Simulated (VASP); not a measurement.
# Al4Cd (F-43m) in VASP: density of states with PBE

Aim: the density of states of Al4Cd with PBE.

All numbers are computed with VASP 6.6.1; they aren't measurements. Logs are shortened: lines on timing, memory, paths and dates and some standing lists are left out, and cuts for length are marked.

**1. The crystal as given**

It takes space group F-43m (No. 216, cubic). The conventional cell has a = 7.680 Å, b = 7.680 Å, c = 7.680 Å, α = 90.00°, β = 90.00°, γ = 90.00°. Al (site symmetry 3m) is surrounded by 6 Al at 2.69 to 2.74 Å. Cd (site symmetry -43m) has 12 Al at 3.19 Å as nearest neighbours.

The cell was built by a generator and needn't be a form met in nature.

**2. Density of states, PBE**

Input file POSCAR:

```
Al4Cd
1.0
    0.0000000000      3.8398110512      3.8398110512
    3.8398110512      0.0000000000      3.8398110512
    3.8398110512      3.8398110512      0.0000000000
Al Cd
4 1
Direct
    0.1260152672      0.6219541985      0.1260152672
    0.1260152672      0.1260152672      0.1260152672
    0.6219541985      0.1260152672      0.1260152672
    0.1260152672      0.1260152672      0.6219541985
    0.7500000000      0.7500000000      0.7500000000
```

Input file INCAR.step1:

```
SYSTEM = Al4Cd
  PREC = Accurate
  ENCUT = 520
  EDIFF = 1E-7
  ISMEAR = 0
  SIGMA = 0.1
  LREAL = .FALSE.
  LASPH = .TRUE.
  NELM = 60
  ALGO = Normal
  ISIF = 2
  LWAVE = .FALSE.
  LCHARG = .TRUE.
  GGA = PE
  NBANDS = 20
```

Input file KPOINTS.step1:

```
Automatic mesh
0
G
  8 8 8
  0 0 0
```

Input file INCAR.step2:

```
SYSTEM = Al4Cd
  PREC = Accurate
  ENCUT = 520
  EDIFF = 1E-7
  ISMEAR = -5
  SIGMA = 0.1
  LREAL = .FALSE.
  LASPH = .TRUE.
  NELM = 60
  ALGO = Normal
  ISIF = 2
  LWAVE = .FALSE.
  LCHARG = .FALSE.
  GGA = PE
  LORBIT = 11
  NBANDS = 20
  NEDOS = 2001
  ICHARG = 11
```

Input file KPOINTS.step2:

```
Automatic mesh
0
G
  12 12 12
  0 0 0
```

Potentials or basis: VASP PAW PBE potentials, release 64 (Al, Cd).

Started as:

```console
> cat potpaw_PBE.64/Al/POTCAR potpaw_PBE.64/Cd/POTCAR > POTCAR
> cp INCAR.step1 INCAR
> cp KPOINTS.step1 KPOINTS
> mpirun -np 1 vasp_std > vasp.out
> cp INCAR.step2 INCAR
> cp KPOINTS.step2 KPOINTS
> mpirun -np 1 vasp_std > vasp.out
```

OUTCAR:

```text
SYSTEM = Al4Cd
   PREC = Accurate
   ENCUT = 520
   EDIFF = 1E-7
   ISMEAR = -5
   LREAL = .FALSE.
   LASPH = .TRUE.
   NELM = 60
   ISIF = 2
   GGA = PE
   LORBIT = 11
   ICHARG = 11

 ion  position               nearest neighbor table
   1  0.126  0.622  0.126-   2 2.69   3 2.69   4 2.69   4 2.74   2 2.74   3 2.74   5 3.19   5 3.19
                             5 3.19
   2  0.126  0.126  0.126-   1 2.69   3 2.69   4 2.69   4 2.74   1 2.74   3 2.74   5 3.19   5 3.19
                             5 3.19
   3  0.622  0.126  0.126-   1 2.69   2 2.69   4 2.69   2 2.74   4 2.74   1 2.74   5 3.19   5 3.19
                             5 3.19
   4  0.126  0.126  0.622-   1 2.69   2 2.69   3 2.69   2 2.74   1 2.74   3 2.74   5 3.19   5 3.19
                             5 3.19
   5  0.750  0.750  0.750-   1 3.19   3 3.19   3 3.19   4 3.19   1 3.19   4 3.19   2 3.19   2 3.19
                             2 3.19   1 3.19   3 3.19   4 3.19

  LATTYP: Found a face centered cubic cell.
 ALAT       =     7.6796221024

  Lattice vectors:

 A1 = (   0.0000000000,   3.8398110512,   3.8398110512)
 A2 = (   3.8398110512,   0.0000000000,   3.8398110512)
 A3 = (   3.8398110512,   3.8398110512,   0.0000000000)

Analysis of symmetry for initial positions (statically):
=====================================================================
 Subroutine PRICEL returns:
 Original cell was already a primitive cell.

 Routine SETGRP: Setting up the symmetry group for a
 face centered cubic supercell.

 Subroutine GETGRP returns: Found 24 space group operations
 (whereof 24 operations were pure point group operations)
 out of a pool of 48 trial point group operations.

The static configuration has the point symmetry T_d .

Analysis of symmetry for dynamics (positions and initial velocities):
=====================================================================
 Subroutine PRICEL returns:
 Original cell was already a primitive cell.

 Routine SETGRP: Setting up the symmetry group for a
 face centered cubic supercell.

 Subroutine GETGRP returns: Found 24 space group operations
 (whereof 24 operations were pure point group operations)
 out of a pool of 48 trial point group operations.

The dynamic configuration has the point symmetry T_d .

 Subroutine INISYM returns: Found 24 space group operations
 (whereof 24 operations are pure point group operations),
 and found     1 'primitive' translations

[... 113 lines left out ...]
   NELECT =      24.0000    total number of electrons
   NUPDOWN=      -1.0000    fix difference up-down
   EMIN   =  10.00;   EMAX   =-10.00  energy-range for DOS
   EFERMI =   0.00;   METHOD = LEGACY
   ISMEAR =    -5;   SIGMA  =   0.10  broadening in eV -4-tet -1-fermi 0-gaus
   EFERMI_NEDOS =   21; number of points for ismear=-14 and -15
   IALGO  =     38    algorithm
   IMIX   =      4    mixing-type and parameters
     AMIX     =   0.40;   BMIX     =  1.00
     AMIX_MAG =   1.60;   BMIX_MAG =  1.00
  volume/ion in A,a.u.               =      22.65       152.82
  Fermi-wavevector in a.u.,A,eV,Ry     =   0.976095  1.844552 12.963105  0.952761
  Thomas-Fermi vector in A             =   2.106687
   LORBIT       =     11    0 simple, 1 ext, 2 COOP (PROOUT), +10 PAW based schemes
   GGA     = PE    functional components
   LHFCALC =     F    Hartree Fock is set to
   AEXX    =    0.0000 exact exchange contribution
   IVDW    =     0    specifies the selected vdW correction
   LEPSILON=     F    determine dielectric tensor
   LRPA    =     F    only Hartree local field effects (RPA)
 non-spin polarized calculation
 Fermi weights with tetrahedron method with Bloechl corrections
  energy-cutoff  :      520.00
  volume of cell :      113.23
 maximum number of plane-waves:      3071

 number of electron      24.0000008 magnetization

 Free energy of the ion-electron system (eV)
  ---------------------------------------------------
  ext. energy  EPLUGINS =         0.00000000
  ---------------------------------------------------
  free energy    TOTEN  =       -14.13733605 eV

  energy without entropy =      -14.13733605  energy(sigma->0) =      -14.13733605

 E-fermi :   4.3173     XC(G=0):  -9.1661

 val. band max:        4.3801909111   @ k =   0.5000   0.2500   0.0000
 cond. band min:       4.2013449667   @ k =   0.4167   0.1667   0.0000
 fundamental gap:     -0.1788459445
 Fermi energy:         4.3173030358

 k-point     1 :       0.0000    0.0000    0.0000
  band No.  band energies     occupation
      1      -5.2092      2.00000
      2      -4.3483      2.00000
      3      -4.3483      2.00000
      4      -4.3415      2.00000
      5      -4.3415      2.00000
      6      -4.3415      2.00000
[... 541 lines left out ...]
     19       9.5923      0.00000
     20      10.0004      0.00000

 [... further k-points ...]

------------------------ aborting loop because EDIFF is reached ----------------------------------------

  FORCE on cell =-STRESS in cart. coord.  units (eV):
  Direction    XX          YY          ZZ          XY          YZ          ZX
  --------------------------------------------------------------------------------------
  -------------------------------------------------------------------------------------
  Total       -0.0704618     -0.0704618     -0.0704618      0.0000000      0.0000000      0.0000000
  in kB       -0.9970223     -0.9970223     -0.9970223      0.0000000      0.0000000      0.0000000
  external PRESSURE =      -0.9970223 kB  Pullay stress =       0.0000000 kB

 VOLUME and BASIS-vectors are now :
 -----------------------------------------------------------------------------
  energy-cutoff  :      520.00
  volume of cell :      113.23
      direct lattice vectors                 reciprocal lattice vectors
     0.000000000  3.839811051  3.839811051    -0.130214741  0.130214741  0.130214741
     3.839811051  0.000000000  3.839811051     0.130214741 -0.130214741  0.130214741
     3.839811051  3.839811051  0.000000000     0.130214741  0.130214741 -0.130214741

 POSITION                                       TOTAL-FORCE (eV/Angst)
 -----------------------------------------------------------------------------------
      2.87206      0.96775      2.87206        -0.000853      0.000853     -0.000853
      0.96775      0.96775      0.96775         0.000853      0.000853      0.000853
      0.96775      2.87206      2.87206         0.000853     -0.000853     -0.000853
      2.87206      2.87206      0.96775        -0.000853     -0.000853      0.000853
      5.75972      5.75972      5.75972        -0.000000      0.000000      0.000000
 -----------------------------------------------------------------------------------
    total drift:                               -0.000067     -0.000067     -0.000067

  FREE ENERGIE OF THE ION-ELECTRON SYSTEM (eV)
  ---------------------------------------------------
  free  energy   TOTEN  =       -14.1373360530 eV

  energy  without entropy=      -14.1373360530  energy(sigma->0) =      -14.13733605

 total charge

# of ion       s       p       d       tot
------------------------------------------
    1        0.460   0.328   0.000   0.788
    2        0.460   0.328   0.000   0.788
    3        0.460   0.328   0.000   0.788
    4        0.460   0.328   0.000   0.788
    5        0.505   0.254   9.498  10.257
--------------------------------------------------
tot          2.346   1.564   9.498  13.408
```

OUTCAR.step1:

```text
SYSTEM = Al4Cd
   PREC = Accurate
   ENCUT = 520
   EDIFF = 1E-7
   ISMEAR = 0
   LREAL = .FALSE.
[... 791 lines left out ...]
      0.96775      2.87206      2.87206        -0.001638      0.001638      0.001638
      2.87206      2.87206      0.96775         0.001638      0.001638     -0.001638
      5.75972      5.75972      5.75972         0.000000      0.000000      0.000000
 -----------------------------------------------------------------------------------
    total drift:                               -0.000000     -0.000000     -0.000000

  FREE ENERGIE OF THE ION-ELECTRON SYSTEM (eV)
  ---------------------------------------------------
  free  energy   TOTEN  =       -14.1241079087 eV

  energy  without entropy=      -14.1091170332  energy(sigma->0) =      -14.11661247
```

Run time: 2.8 min. Hardware: 1 thread of Intel Xeon Platinum 8488C (Sapphire Rapids), shared host; peak memory 0.32 GiB.

What came out:

```
Valence electrons inside the program's atomic spheres : Al 0.79; Cd 10.26
```

States per cell in windows of 0.5 eV (zero at the Fermi level; states under -8 eV left out):
| from (eV) | total | Cd5_s | Cd5_p | Al1_p | Al2_p | Al3_p | Al4_p |
| --- | --- | --- | --- | --- | --- | --- | --- |
| -8.0 | 0.68 | 0.01 | 0.00 | 0.00 | 0.00 | 0.00 | 0.00 |
| -7.5 | 0.23 | 0.00 | 0.00 | 0.00 | 0.00 | 0.00 | 0.00 |
| -7.0 | 0.89 | 0.02 | 0.00 | 0.01 | 0.01 | 0.01 | 0.01 |
| -6.5 | 0.52 | 0.01 | 0.00 | 0.01 | 0.01 | 0.01 | 0.01 |
| -6.0 | 0.29 | 0.01 | 0.00 | 0.01 | 0.01 | 0.01 | 0.01 |
| -5.5 | 0.85 | 0.09 | 0.01 | 0.02 | 0.02 | 0.02 | 0.02 |
| -5.0 | 0.72 | 0.07 | 0.01 | 0.02 | 0.02 | 0.02 | 0.02 |
| -4.5 | 0.81 | 0.04 | 0.02 | 0.02 | 0.02 | 0.02 | 0.02 |
| -4.0 | 0.86 | 0.02 | 0.02 | 0.02 | 0.02 | 0.02 | 0.02 |
| -3.5 | 0.82 | 0.02 | 0.02 | 0.02 | 0.02 | 0.02 | 0.02 |
| -3.0 | 1.09 | 0.03 | 0.03 | 0.03 | 0.03 | 0.03 | 0.03 |
| -2.5 | 1.12 | 0.02 | 0.04 | 0.03 | 0.03 | 0.03 | 0.03 |
| -2.0 | 0.66 | 0.01 | 0.01 | 0.02 | 0.02 | 0.02 | 0.02 |
| -1.5 | 1.31 | 0.04 | 0.03 | 0.04 | 0.04 | 0.04 | 0.04 |
| -1.0 | 0.73 | 0.03 | 0.02 | 0.02 | 0.02 | 0.02 | 0.02 |
| -0.5 | 1.30 | 0.05 | 0.03 | 0.04 | 0.04 | 0.04 | 0.04 |
| 0.0 | 1.24 | 0.05 | 0.03 | 0.04 | 0.04 | 0.04 | 0.04 |
| 0.5 | 1.15 | 0.03 | 0.02 | 0.04 | 0.04 | 0.04 | 0.04 |
| 1.0 | 1.28 | 0.05 | 0.03 | 0.04 | 0.04 | 0.04 | 0.04 |
| 1.5 | 1.38 | 0.07 | 0.03 | 0.05 | 0.05 | 0.05 | 0.05 |
| 2.0 | 1.16 | 0.04 | 0.03 | 0.04 | 0.04 | 0.04 | 0.04 |
| 2.5 | 1.11 | 0.03 | 0.04 | 0.03 | 0.03 | 0.03 | 0.03 |
| 3.0 | 1.38 | 0.03 | 0.06 | 0.04 | 0.04 | 0.04 | 0.04 |
| 3.5 | 1.56 | 0.02 | 0.07 | 0.05 | 0.05 | 0.05 | 0.05 |
| 4.0 | 1.41 | 0.02 | 0.06 | 0.04 | 0.04 | 0.04 | 0.04 |
| 4.5 | 1.33 | 0.02 | 0.06 | 0.04 | 0.04 | 0.04 | 0.04 |
| 5.0 | 1.46 | 0.03 | 0.08 | 0.04 | 0.04 | 0.04 | 0.04 |
| 5.5 | 1.04 | 0.01 | 0.05 | 0.03 | 0.03 | 0.03 | 0.03 |
| 6.0 | 0.49 | 0.01 | 0.02 | 0.02 | 0.02 | 0.02 | 0.02 |
| 6.5 | 0.00 | 0.00 | 0.00 | 0.00 | 0.00 | 0.00 | 0.00 |

Caveat: tetrahedron occupations give inexact forces and stress in metals.
